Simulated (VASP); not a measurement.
# Band gap of BaTiO3: cutoff, mesh and cell, part 2 of 2

Aim: test what besides the functional moves the gap of BaTiO3. The starting structure is a measured crystal structure from the Crystallography Open Database. Cell and atoms stay as given unless a step says otherwise.

VASP 6.6.1.

Results so far: reference 1.652 eV.

### Step 3. Bands with cell and atoms relaxed by LDA

Level of this step: LDA, spin-polarised from an antiferromagnetic start; plane waves and PAW (Ba_sv, Ti_sv, O) (VASP).

Against step 2 the input has another starting structure. The cell comes from a relaxation at this level, not shown (123.42 Å³).

The input, INCAR:

```
SYSTEM = BaTiO3
PREC = Accurate
ENCUT = 460
EDIFF = 1E-06
NELM = 100
ISMEAR = 0
SIGMA = 0.03
LREAL = .FALSE.
ALGO = Normal
GGA = CA
NBANDS = 69
ISPIN = 2
MAGMOM = 0 0 1 -1 0 0 0 0 0 0
LASPH = .TRUE.
LMAXMIX = 4
LORBIT = 11
LWAVE = .FALSE.
LCHARG = .FALSE.
KPAR = 16
```

The input, POSCAR:

```
BaTiO3
1.0
    3.9517410622      0.0000000000      0.0000000000
    0.0000000000      3.9517410622      0.0000000000
    0.0000000000      0.0000000000      7.9034092522
Ba Ti O
2 2 6
Direct
    0.5000000000      0.5000000000      0.2500000000
    0.5000000000      0.5000000000      0.7500000000
    0.0000000000      0.0000000000      0.0000000000
    0.0000000000      0.0000000000      0.5000000000
    0.0000000000      0.0000000000      0.2500000000
    0.0000000000      0.0000000000      0.7500000000
    0.0000000000      0.5000000000      0.0000000000
    0.0000000000      0.5000000000      0.5000000000
    0.5000000000      0.0000000000      0.0000000000
    0.5000000000      0.0000000000      0.5000000000
```

The input, KPOINTS:

```
Automatic mesh
0
Gamma
6 6 4
0 0 0
```

The input, KPOINTS_OPT:

```
Line mode
8
Line-mode
Reciprocal
  0.00000000   0.00000000   0.00000000 GAMMA
  0.00000000   0.50000000   0.00000000 X

  0.00000000   0.50000000   0.00000000 X
  0.50000000   0.50000000   0.00000000 M

  0.50000000   0.50000000   0.00000000 M
  0.00000000   0.00000000   0.00000000 GAMMA

  0.00000000   0.00000000   0.00000000 GAMMA
  0.00000000   0.00000000   0.50000000 Z

  0.00000000   0.00000000   0.50000000 Z
  0.00000000   0.50000000   0.50000000 R

  0.00000000   0.50000000   0.50000000 R
  0.50000000   0.50000000   0.50000000 A

  0.50000000   0.50000000   0.50000000 A
  0.00000000   0.00000000   0.50000000 Z

  0.00000000   0.50000000   0.00000000 X
  0.00000000   0.50000000   0.50000000 R

  0.50000000   0.50000000   0.00000000 M
  0.50000000   0.50000000   0.50000000 A
```

The projector-augmented-wave data sets are Ba_sv, Ti_sv and O (LDA family, release 64).

Command:

```
> mpirun -np 16 vasp_std
```

The log of the run:

```text
[banner, memory and clock lines left out]
running   16 mpi-ranks, on    1 nodes
[...]
[... a notice as in an earlier step ...]

 LDA part: xc-table for (Slater(with rela. corr.)+CA(PZ))
 , standard interpolation
 POSCAR, INCAR and KPOINTS ok, starting setup
[...]
entering main loop
       N       E                     dE             d eps       ncg     rms          rms(c)
DAV:   1     0.812528983664E+03    0.81253E+03   -0.34266E+04  8280   0.115E+03
DAV:   2    -0.750415275637E+00   -0.81328E+03   -0.73902E+03  8736   0.347E+02
DAV:   3    -0.102414975400E+03   -0.10166E+03   -0.98815E+02 10256   0.127E+02
DAV:   4    -0.108912006643E+03   -0.64970E+01   -0.64540E+01 12016   0.269E+01
[...]
DAV:  14    -0.883312693729E+02   -0.11267E-04   -0.36798E-05 10578   0.386E-02    0.216E-02
DAV:  15    -0.883312680926E+02    0.12803E-05   -0.53543E-06 10315   0.129E-02    0.124E-02
DAV:  16    -0.883312674655E+02    0.62714E-06   -0.41094E-07  6438   0.633E-03
   1 F= -.88331267E+02 E0= -.88331267E+02  d E =-.919385E-66  mag=    -0.0000
 Start KPOINTS_OPT (optional k-point list driver)
k-point batch [1-30\72]
       N       E                     dE             ncg
DAV:   1     0.242708310672E+04   -0.36406E+05     8288
DAV:   2    -0.204794932020E+05   -0.22907E+05     8712
DAV:   3    -0.234253168280E+05   -0.29458E+04    10771
DAV:   4    -0.235898942336E+05   -0.16458E+03    11728
[...]
DAV:   8    -0.235968846683E+05   -0.13814E-03     9477
DAV:   9    -0.235968846737E+05   -0.53340E-05     6876
DAV:  10    -0.235968846740E+05   -0.31055E-06     6135
[...]
k-point batch [61-72\72]
       N       E                     dE             ncg
DAV:   1     0.367579513380E+05   -0.28711E+05     3312
DAV:   2     0.274799278433E+05   -0.92780E+04     3480
DAV:   3     0.262788717480E+05   -0.12011E+04     4376
DAV:   4     0.262146582163E+05   -0.64214E+02     4560
DAV:   5     0.262124270207E+05   -0.22312E+01     4550
DAV:   6     0.262124001805E+05   -0.26840E-01     4382
DAV:   7     0.262123996325E+05   -0.54803E-03     4510
DAV:   8     0.262123996164E+05   -0.16073E-04     3892
DAV:   9     0.262123996158E+05   -0.54794E-06     2748
```

Elapsed: 85 s, on 16 MPI ranks of Intel Xeon Platinum 8259CL at 2.50GHz (Skylake/Cascade Lake), shared host; peak memory 10 GiB.

Parts of OUTCAR (step 3):

```text
  Total       -0.6367990     -0.6367990     -0.6453528      0.0000000      0.0000000      0.0000000
  in kB       -8.2664967     -8.2664967     -8.3775364      0.0000000      0.0000000      0.0000000
  external PRESSURE =      -8.3035099 kB  Pullay stress =       0.0000000 kB

 POSITION                                       TOTAL-FORCE (eV/Angst)
 -----------------------------------------------------------------------------------
      1.97587      1.97587      1.97585        -0.000000     -0.000000      0.000000
      1.97587      1.97587      5.92756         0.000000      0.000000     -0.000000
      0.00000      0.00000      0.00000         0.000000      0.000000     -0.000000
      0.00000      0.00000      3.95170         0.000000      0.000000     -0.000000
      0.00000      0.00000      1.97585        -0.000000     -0.000000     -0.000000
      0.00000      0.00000      5.92756        -0.000000     -0.000000     -0.000000
      0.00000      1.97587      0.00000        -0.000000     -0.000000     -0.000000
      0.00000      1.97587      3.95170        -0.000000     -0.000000     -0.000000
      1.97587      0.00000      0.00000        -0.000000     -0.000000     -0.000000
      1.97587      0.00000      3.95170        -0.000000     -0.000000     -0.000000
 -----------------------------------------------------------------------------------
    total drift:                               -0.000000     -0.000000     -0.000000

  FREE ENERGIE OF THE ION-ELECTRON SYSTEM (eV)
  ---------------------------------------------------
  free  energy   TOTEN  =       -88.3312674655 eV

  energy  without entropy=      -88.3312674655  energy(sigma->0) =      -88.33126747

 magnetization (x)
# of ion       s       p       d       tot
------------------------------------------
    1        0.000   0.000   0.000   0.000
    2        0.000   0.000   0.000   0.000
    3        0.000  -0.000  -0.000  -0.000
    4       -0.000   0.000   0.000   0.000
    5        0.000   0.000   0.000   0.000
    6        0.000   0.000   0.000   0.000
    7        0.000   0.000   0.000   0.000
    8       -0.000  -0.000   0.000  -0.000
    9        0.000   0.000   0.000   0.000
   10       -0.000  -0.000   0.000  -0.000
--------------------------------------------------
tot          0.000   0.000   0.000   0.000

[... 1 part as in an earlier step ...]

[... 2 further parts left out ...]
[key lines of the parts left out:]
E-fermi :   4.1883
```

With cell and atoms relaxed by LDA the gap is 1.727 eV, +0.075 eV from the reference.

### Step 4. Bands with no band path

Against step 2 the input has no band path (also changed: NBANDS).

Edit INCAR of step 3 so:

```diff
@@ -10,3 +10,3 @@
 GGA = CA
-NBANDS = 69
+NBANDS = 55
 ISPIN = 2
```

Edit POSCAR of step 3 so:

```diff
@@ -2,5 +2,5 @@
 1.0
-    3.9517410622      0.0000000000      0.0000000000
-    0.0000000000      3.9517410622      0.0000000000
-    0.0000000000      0.0000000000      7.9034092522
+    4.0060000000      0.0000000000      0.0000000000
+    0.0000000000      4.0060000000      0.0000000000
+    0.0000000000      0.0000000000      8.0120000000
 Ba Ti O
```

KPOINTS is that of step 3.

Command:

```
> mpirun -np 16 vasp_std
```

The log of the run:

```text
[... set-up lines as in an earlier step ...]
 entering main loop
       N       E                     dE             d eps       ncg     rms          rms(c)
DAV:   1     0.878070403826E+03    0.87807E+03   -0.36293E+04  6600   0.143E+03
DAV:   2     0.145867684210E+02   -0.86348E+03   -0.79982E+03  7180   0.422E+02
DAV:   3    -0.101786154476E+03   -0.11637E+03   -0.11442E+03  8531   0.158E+02
DAV:   4    -0.109055618317E+03   -0.72695E+01   -0.72480E+01 10152   0.350E+01
[...]
DAV:  14    -0.882138314385E+02   -0.77784E-05   -0.74199E-05  8801   0.569E-02    0.206E-02
DAV:  15    -0.882138308908E+02    0.54769E-06   -0.12414E-05  8946   0.164E-02    0.103E-02
DAV:  16    -0.882138303834E+02    0.50740E-06   -0.42511E-07  4843   0.623E-03
   1 F= -.88213830E+02 E0= -.88213830E+02  d E =-.279000E-12  mag=     0.0000
```

Wall time 34 s (16 MPI ranks); peak memory 6.4 GiB.

OUTCAR, selected parts (step 4):

```text
  Total       -6.4431966     -6.4431966     -6.4447595      0.0000000      0.0000000      0.0000000
  in kB      -80.2877218    -80.2877218    -80.3071971      0.0000000      0.0000000      0.0000000
  external PRESSURE =     -80.2942136 kB  Pullay stress =       0.0000000 kB

 POSITION                                       TOTAL-FORCE (eV/Angst)
 -----------------------------------------------------------------------------------
      2.00300      2.00300      2.00300        -0.000000      0.000000      0.000000
      2.00300      2.00300      6.00900        -0.000000     -0.000000     -0.000000
      0.00000      0.00000      0.00000         0.000000      0.000000     -0.000000
      0.00000      0.00000      4.00600         0.000000      0.000000     -0.000000
      0.00000      0.00000      2.00300        -0.000000      0.000000     -0.000000
      0.00000      0.00000      6.00900        -0.000000      0.000000     -0.000000
      0.00000      2.00300      0.00000         0.000000     -0.000000     -0.000000
      0.00000      2.00300      4.00600         0.000000     -0.000000     -0.000000
      2.00300      0.00000      0.00000         0.000000      0.000000     -0.000000
      2.00300      0.00000      4.00600         0.000000      0.000000     -0.000000
 -----------------------------------------------------------------------------------
    total drift:                               -0.000000     -0.000000     -0.000000

  FREE ENERGIE OF THE ION-ELECTRON SYSTEM (eV)
  ---------------------------------------------------
  free  energy   TOTEN  =       -88.2138303834 eV

  energy  without entropy=      -88.2138303834  energy(sigma->0) =      -88.21383038

[... 2 parts as in an earlier step ...]

[... 2 further parts left out ...]
[key lines of the parts left out:]
E-fermi :   3.6379
```

With no band path the gap is 1.652 eV, +0.000 eV from the reference, read on the mesh alone.

### Step 5. Bands with a cutoff of 640 eV

Against step 2 the input has ENCUT = 640.

Edit INCAR of step 4 so:

```diff
@@ -2,3 +2,3 @@
 PREC = Accurate
-ENCUT = 460
+ENCUT = 640
 EDIFF = 1E-06
@@ -10,3 +10,3 @@
 GGA = CA
-NBANDS = 55
+NBANDS = 69
 ISPIN = 2
```

POSCAR is that of step 4.

KPOINTS is that of step 4.

KPOINTS_OPT is that of step 3.

Command:

```
> mpirun -np 16 vasp_std
```

The log of the run:

```text
[... set-up lines as in an earlier step ...]
 entering main loop
       N       E                     dE             d eps       ncg     rms          rms(c)
DAV:   1     0.950918697006E+03    0.95092E+03   -0.41779E+04  8280   0.144E+03
DAV:   2     0.234406238423E+02   -0.92748E+03   -0.83987E+03  8584   0.398E+02
DAV:   3    -0.100606358555E+03   -0.12405E+03   -0.11981E+03 10058   0.146E+02
DAV:   4    -0.109030423765E+03   -0.84241E+01   -0.83598E+01 11984   0.323E+01
[...]
DAV:  14    -0.882167559086E+02    0.26307E-04   -0.11567E-04 11484   0.911E-02    0.226E-02
DAV:  15    -0.882167530924E+02    0.28162E-05   -0.16061E-05 10540   0.278E-02    0.646E-03
DAV:  16    -0.882167528101E+02    0.28224E-06   -0.14875E-06  8458   0.565E-03
   1 F= -.88216753E+02 E0= -.88216753E+02  d E =-.787648E-28  mag=     0.0000
 Start KPOINTS_OPT (optional k-point list driver)
k-point batch [1-30\72]
       N       E                     dE             ncg
DAV:   1     0.536939424126E+04   -0.39784E+05     8280
DAV:   2    -0.207001106497E+05   -0.26070E+05     8608
DAV:   3    -0.241776153581E+05   -0.34775E+04    10517
DAV:   4    -0.244061281001E+05   -0.22851E+03    11851
[...]
DAV:   8    -0.244169112181E+05   -0.23264E-03    10097
DAV:   9    -0.244169112274E+05   -0.93076E-05     7248
DAV:  10    -0.244169112279E+05   -0.55075E-06     6276
[...]
k-point batch [61-72\72]
       N       E                     dE             ncg
DAV:   1     0.434434617493E+05   -0.31835E+05     3312
DAV:   2     0.328733262943E+05   -0.10570E+05     3448
DAV:   3     0.314142303095E+05   -0.14591E+04     4265
DAV:   4     0.313214351086E+05   -0.92795E+02     4664
[...]
DAV:   8     0.313173385814E+05   -0.40493E-04     4052
DAV:   9     0.313173385801E+05   -0.13035E-05     2831
DAV:  10     0.313173385800E+05   -0.10311E-06     2469
```

It took 2.9 min on 16 MPI ranks; peak memory 16 GiB; 46 min of CPU time.

Parts of OUTCAR (step 5):

```text
  Total       -6.0495600     -6.0495600     -6.0528288      0.0000000     -0.0000000      0.0000000
  in kB      -75.3826749    -75.3826749    -75.4234060      0.0000000     -0.0000000      0.0000000
  external PRESSURE =     -75.3962519 kB  Pullay stress =       0.0000000 kB

 POSITION                                       TOTAL-FORCE (eV/Angst)
 -----------------------------------------------------------------------------------
      2.00300      2.00300      2.00300         0.000000     -0.000000     -0.000000
      2.00300      2.00300      6.00900         0.000000     -0.000000      0.000000
      0.00000      0.00000      0.00000        -0.000000     -0.000000      0.000000
      0.00000      0.00000      4.00600        -0.000000     -0.000000      0.000000
      0.00000      0.00000      2.00300        -0.000000     -0.000000      0.000000
      0.00000      0.00000      6.00900        -0.000000     -0.000000     -0.000000
      0.00000      2.00300      0.00000         0.000000      0.000000      0.000000
      0.00000      2.00300      4.00600         0.000000      0.000000      0.000000
      2.00300      0.00000      0.00000         0.000000     -0.000000      0.000000
      2.00300      0.00000      4.00600         0.000000     -0.000000      0.000000
 -----------------------------------------------------------------------------------
    total drift:                                0.000000     -0.000000     -0.000000

  FREE ENERGIE OF THE ION-ELECTRON SYSTEM (eV)
  ---------------------------------------------------
  free  energy   TOTEN  =       -88.2167528101 eV

  energy  without entropy=      -88.2167528101  energy(sigma->0) =      -88.21675281

 magnetization (x)
# of ion       s       p       d       tot
------------------------------------------
    1        0.000   0.000   0.000   0.000
    2        0.000   0.000   0.000   0.000
    3        0.000   0.000  -0.000  -0.000
    4       -0.000  -0.000   0.000   0.000
    5        0.000   0.000   0.000   0.000
    6        0.000   0.000   0.000   0.000
    7       -0.000  -0.000   0.000  -0.000
    8        0.000   0.000   0.000   0.000
    9       -0.000  -0.000   0.000  -0.000
   10        0.000   0.000   0.000   0.000
--------------------------------------------------
tot          0.000   0.000   0.000   0.000

[... 1 part as in an earlier step ...]

[... 2 further parts left out ...]
[key lines of the parts left out:]
E-fermi :   3.7256
```

With a cutoff of 640 eV the gap is 1.653 eV, +0.000 eV from the reference.

### Step 6. Bands with an 8×8×4 mesh

Against step 2 the input has an 8×8×4 mesh.

Edit INCAR of step 5 so:

```diff
@@ -2,3 +2,3 @@
 PREC = Accurate
-ENCUT = 640
+ENCUT = 460
 EDIFF = 1E-06
```

POSCAR is that of step 5.

The input, KPOINTS:

```
Automatic mesh
0
Gamma
8 8 4
0 0 0
```

KPOINTS_OPT is that of step 5.

Command:

```
> mpirun -np 16 vasp_std
```

The log of the run:

```text
[... set-up lines as in an earlier step ...]
 entering main loop
       N       E                     dE             d eps       ncg     rms          rms(c)
DAV:   1     0.805380363177E+03    0.80538E+03   -0.34251E+04 12420   0.114E+03
DAV:   2    -0.156719598077E+01   -0.80695E+03   -0.73283E+03 13060   0.343E+02
DAV:   3    -0.102777949895E+03   -0.10121E+03   -0.98469E+02 15468   0.126E+02
DAV:   4    -0.109116263052E+03   -0.63383E+01   -0.62945E+01 18107   0.264E+01
[...]
DAV:  14    -0.882148795313E+02    0.27681E-04   -0.11529E-04 17105   0.908E-02    0.220E-02
DAV:  15    -0.882148764335E+02    0.30979E-05   -0.15155E-05 15895   0.268E-02    0.633E-03
DAV:  16    -0.882148761842E+02    0.24927E-06   -0.13860E-06 13095   0.548E-03
   1 F= -.88214876E+02 E0= -.88214876E+02  d E =-.248696E-35  mag=    -0.0000
 Start KPOINTS_OPT (optional k-point list driver)
k-point batch [1-45\72]
       N       E                     dE             ncg
DAV:   1     0.202444781682E+04   -0.58090E+05    12420
DAV:   2    -0.319907420749E+05   -0.34015E+05    13052
DAV:   3    -0.363747300977E+05   -0.43840E+04    16160
DAV:   4    -0.366243969314E+05   -0.24967E+03    17648
[...]
DAV:   8    -0.366352921100E+05   -0.11837E-03    14823
DAV:   9    -0.366352921146E+05   -0.45452E-05    10365
DAV:  10    -0.366352921149E+05   -0.32034E-06     9322
k-point batch [46-72\72]
       N       E                     dE             ncg
DAV:   1     0.227188976467E+05   -0.56344E+05     7460
DAV:   2     0.218203394784E+04   -0.20537E+05     7820
DAV:   3    -0.472423642834E+03   -0.26545E+04     9897
DAV:   4    -0.621837503914E+03   -0.14941E+03    10360
[...]
DAV:   8    -0.627800451424E+03   -0.62814E-04     8912
DAV:   9    -0.627800453347E+03   -0.19227E-05     6182
DAV:  10    -0.627800453451E+03   -0.10459E-06     5556
```

Run time: 99 s. Hardware: 16 MPI ranks; peak memory 14 GiB.

OUTCAR, selected parts (step 6):

```text
  Total       -6.4594109     -6.4594109     -6.4594277      0.0000000     -0.0000000      0.0000000
  in kB      -80.4897652    -80.4897652    -80.4899755      0.0000000     -0.0000000      0.0000000
  external PRESSURE =     -80.4898353 kB  Pullay stress =       0.0000000 kB

 POSITION                                       TOTAL-FORCE (eV/Angst)
 -----------------------------------------------------------------------------------
      2.00300      2.00300      2.00300         0.000000      0.000000      0.000000
      2.00300      2.00300      6.00900        -0.000000     -0.000000      0.000000
      0.00000      0.00000      0.00000        -0.000000     -0.000000      0.000000
      0.00000      0.00000      4.00600        -0.000000     -0.000000     -0.000000
      0.00000      0.00000      2.00300         0.000000      0.000000      0.000000
      0.00000      0.00000      6.00900         0.000000      0.000000     -0.000000
      0.00000      2.00300      0.00000         0.000000      0.000000      0.000000
      0.00000      2.00300      4.00600         0.000000      0.000000      0.000000
      2.00300      0.00000      0.00000         0.000000      0.000000      0.000000
      2.00300      0.00000      4.00600         0.000000      0.000000      0.000000
 -----------------------------------------------------------------------------------
    total drift:                               -0.000000     -0.000000     -0.000000

  FREE ENERGIE OF THE ION-ELECTRON SYSTEM (eV)
  ---------------------------------------------------
  free  energy   TOTEN  =       -88.2148761842 eV

  energy  without entropy=      -88.2148761842  energy(sigma->0) =      -88.21487618

[... 2 parts as in an earlier step ...]

[... 2 further parts left out ...]
[key lines of the parts left out:]
E-fermi :   3.7576
```

With an 8×8×4 mesh the gap is 1.653 eV, +0.001 eV from the reference.

### Step 7. Comparison

```
                          run  gap (eV)  change (eV)  core minutes
                    reference     1.652            -          21.1
cell and atoms relaxed by LDA     1.727        0.075          22.7
                 no band path     1.652          0.0          9.07
           a cutoff of 640 eV     1.653          0.0          46.4
                an 8×8×4 mesh     1.653        0.001          26.4
```

Core minutes are wall time times ranks of the run shown, on a shared host.

### Step 8. Results

* reference gap: 1.652 eV
* gap with cell and atoms relaxed by LDA: 1.727 eV
* gap with no band path: 1.652 eV
* gap with a cutoff of 640 eV: 1.653 eV
* gap with an 8×8×4 mesh: 1.653 eV

**Reading.** Among the runs that read a gap along the path, the one with cell and atoms relaxed by LDA moves it most, by +0.075 eV. On finer settings it changes by +0.000 eV with a cutoff of 640 eV and +0.001 eV with an 8×8×4 mesh, not denser along every axis. The functional's own error isn't tested here. Further runs on this material are not shown.

[Lines on the potential files, build, host, timing and source positions are cut from VASP's logs without a mark.]

[Logs are printed without paths, hosts, clocks, repeated set-up lines and the standing remarks that a program may print on its own settings, such as how far it seeks lower states.]

[Hosts, paths, dates, database ids (printed as entryN), source tags and the programs' standing remarks are cut or masked in the printed files.]
